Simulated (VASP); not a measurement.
An input for Ansatz (written as the equivalent of a VASP run, and not itself run):

Ansatz 0.2 input:
```yaml
crystal:
  lattice:
    - [0.0000000, 2.6650067, 2.6650067]
    - [2.6650067, 0.0000000, 2.6650067]
    - [2.6650067, 2.6650067, 0.0000000]
  atoms:
    - { symbol: Sc, position: [0.0000000, 0.0000000, 1.0000000] }
    - { symbol: B, position: [0.2500000, 0.2500000, 0.2500000] }
kpoints:
  mp_grid: { grid: [11, 11, 11] }
hamiltonian:
  xc: pbesol
  pseudopotentials: { kind: paw }
scf:
  occupations: { method: methfessel_paxton, width: 0.1 }
  max_iter: 100
relax:
  max_steps: 60
  f_tol: 0.01
  cell: {}
output: { forces: true, stress: true, eigenvalues: true }
```

**Question.** Translate this input to VASP (INCAR, KPOINTS, POSCAR, choice of POTCAR).

**Answer.** Several could match; the one computed here: 
File POSCAR:
```
ScB
1
   -0.0000000000     2.6650067488     2.6650067488
    2.6650067488    -0.0000000000     2.6650067488
    2.6650067488     2.6650067488    -0.0000000000
Sc B
1 1
Direct
  0.0000000000   0.0000000000   1.0000000000
  0.2500000000   0.2500000000   0.2500000000
```

File KPOINTS:
```
Automatic mesh
0
Gamma
11 11 11
0 0 0
```

**INCAR**
```
ALGO = Normal
EDIFF = 1E-6
EDIFFG = -0.01
ENCUT = 520
GGA = PS
IBRION = 2
ISIF = 3
ISMEAR = 1
LASPH = .True.
LCHARG = .False.
LMAXMIX = 4
LREAL = .False.
LWAVE = .False.
NELM = 100
NSW = 60
PREC = Accurate
SIGMA = 0.1
SYSTEM = ScB
```

POTCAR, in this order: Sc_sv B (PBE.64 set). Program: vasp_std.

What does not carry over: each code has its own PAW files, so the cut-off isn't converted (ENCUT is set for VASP's; basis.ecutwfc is left out, and Ansatz then takes the one that its files recommend); Ansatz stops its SCF on the density residual and VASP on the energy change (EDIFF).

The structure was generated: ScB was put into the zinc blende type (F-43m), which need not be its known phase. This run relaxes it. Symmetry was kept, so distortions that lower it aren't found. The start is the result of an earlier pass.
